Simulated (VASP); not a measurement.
Input:

```
CELL_PARAMETERS angstrom
      0.00000     3.40510     3.40510
      3.40510     0.00000     3.40510
      3.40510     3.40510     0.00000
ATOMIC_POSITIONS crystal
  Mg 0.25000 0.25000 0.25000
  Mg 0.75000 0.75000 0.75000
  Sn 0.00000 0.00000 0.00000
```

These are PBE GGA, VASP's PBE PAW potentials (set 64) (plane waves; VASP) values and carry that method's errors. Settings: 520 eV cut-off, Gaussian smearing of 0.050 eV, potentials Mg Sn_d.

Task: Give the energies of bands 7 to 12 at the high-symmetry points, in eV from the Fermi level.

Result: 
```json
[
 {"band": "7", "Γ": "0.08", "X": "-4.47", "U": "-4.06", "L": "-4.67", "W": "-3.67"},
 {"band": "8", "Γ": "0.08", "X": "-2.00", "U": "-3.42", "L": "-0.74", "W": "-3.67"},
 {"band": "9", "Γ": "0.08", "X": "-2.00", "U": "-1.68", "L": "-0.74", "W": "-2.57"},
 {"band": "10", "Γ": "1.38", "X": "-0.12", "U": "0.44", "L": "0.65", "W": "2.72"},
 {"band": "11", "Γ": "2.19", "X": "0.26", "U": "2.64", "L": "2.27", "W": "2.98"},
 {"band": "12", "Γ": "2.19", "X": "7.19", "U": "5.30", "L": "2.27", "W": "2.98"}
]
```

It has no gap at this level: it comes out as a metal or semimetal.

Measured: gap 0.36 eV (computed value off by -0.36 eV), as given by Byungki Ryu et al., Journal of the Korean Physical Society (2019), arXiv:1905.06140.

The compound is Mg2Sn in the antifluorite structure. It was relaxed first.
